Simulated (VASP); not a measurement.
Input:

```
CELL_PARAMETERS angstrom
      0.00000     2.90953     2.90953
      2.90953     0.00000     2.90953
      2.90953     2.90953     0.00000
ATOMIC_POSITIONS crystal
  Zn 0.00000 0.00000 0.00000
  Se 0.25000 0.25000 0.25000
```

Method: TPSS meta-GGA, VASP's PBE PAW potentials (set 64) (plane waves; VASP). Run with 520 eV cut-off, 8×8×8 Γ-centred mesh, Gaussian smearing of 0.050 eV, potentials Zn Se.

### Question
Give the stress tensor in GPa (positive for a compressed cell).

### Answer

```
-2.94   0.00   0.00
 0.00  -2.94   0.00
 0.00   0.00  -2.94
```
The pressure is its mean diagonal, -2.94 GPa.

The compound is ZnSe in the zinc blende structure. This cell is one point of a volume scan, at 1.06 of the reference volume.
